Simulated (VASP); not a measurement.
The system is AlNi.

```
Ni Al
1.0
     2.86000    0.00000    0.00000
     0.00000    2.86000    0.00000
     0.00000    0.00000    2.86000
Ni Al
1 1
Direct
  0.00000 0.00000 0.00000
  0.50000 0.50000 0.50000
```

The cell was built by a generator and needn't be a form met in nature.

| Item | Value |
| --- | --- |
| Program | VASP 6.6.1 |
| Task | relaxation of cell and atoms |
| Functional | LDA |
| Potentials or basis | VASP PAW LDA potentials, release 64 (Ni, Al) |
| Cutoff | 600 eV |
| k mesh | 14 × 14 × 14 |
| Occupations | methfessel-paxton, width 0.1 eV |
| Spin | no spin polarisation |

At the start: pressure -5.2 GPa; volume 11.70 Å³/atom.

Task: How do energy, volume and symmetry change on relaxing?

Result: Over 7 steps the energy falls by 4.8 meV/atom and the volume is 11.39 Å³/atom (-2.7 %); space group Pm-3m (No. 221, to 0.05 Å).

Step by step:
| step | energy change (eV) | largest force (eV/Å) | pressure (GPa) | volume (Å³) |
| --- | --- | --- | --- | --- |
| 1 | 0.0000 | 0.0000 | -5.18 | 23.39 |
| 2 | 0.0008 | 0.0000 | 5.55 | 22.14 |
| 3 | -0.0097 | 0.0000 | -0.15 | 22.78 |
| 4 | -0.0097 | 0.0000 | 0.12 | 22.76 |
| 5 | -0.0097 | 0.0000 | -0.18 | 22.78 |
| 6 | -0.0097 | 0.0000 | 0.08 | 22.76 |
| 7 | -0.0097 | 0.0000 | -0.06 | 22.77 |

Final structure:
```
Ni Al
1.0
     2.83438    0.00000    0.00000
     0.00000    2.83438    0.00000
     0.00000    0.00000    2.83438
Ni Al
1 1
Direct
  0.00000 0.00000 0.00000
  0.50000 0.50000 0.50000
```
